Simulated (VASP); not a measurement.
```xyz
5
Lattice="3.8874 0.0000 0.0000 0.0000 3.8874 0.0000 0.0000 0.0000 3.8874" Properties=species:S:1:pos:R:3 pbc="T T T"
K      0.0000     0.0000     0.0000
Zn     1.9437     1.9437     1.9437
F      1.9437     0.0000     1.9437
F      0.0000     1.9437     1.9437
F      1.9437     1.9437     0.0000
```

Computed with PBE GGA, VASP's PBE PAW potentials (set 64) (plane waves; VASP). Settings: 620 eV cut-off, 6×6×6 Γ-centred mesh, Gaussian smearing of 0.050 eV, potentials K_sv Zn F.

Energy and stress use the plane-wave basis of the starting cell.

Problem. The ions, cell shape and volume at an external pressure of 30.0 GPa are relaxed. Which structure does the run end with?

Solution. 
```xyz
5
Lattice="3.8119 0.0000 0.0000 0.0000 3.8119 0.0000 0.0000 0.0000 3.8119" Properties=species:S:1:pos:R:3 pbc="T T T"
K      0.0000     0.0000     0.0000
Zn     1.9059     1.9059     1.9059
F      1.9059     0.0000     1.9059
F      0.0000     1.9059     1.9059
F      1.9059     1.9059     0.0000
```
Space group Pm-3m (221), at a tolerance of 0.03 Å.

Problem. How do energy and volume change from the first to the last step?

Solution. The energy (σ→0) changes by +103.1 meV/atom and the volume by -5.7 %, in 3 ionic steps.

The compound is KZnF3 in the cubic perovskite structure. This run relaxes it under an external pressure of 30 GPa. Symmetry was kept, so distortions that lower it aren't found.
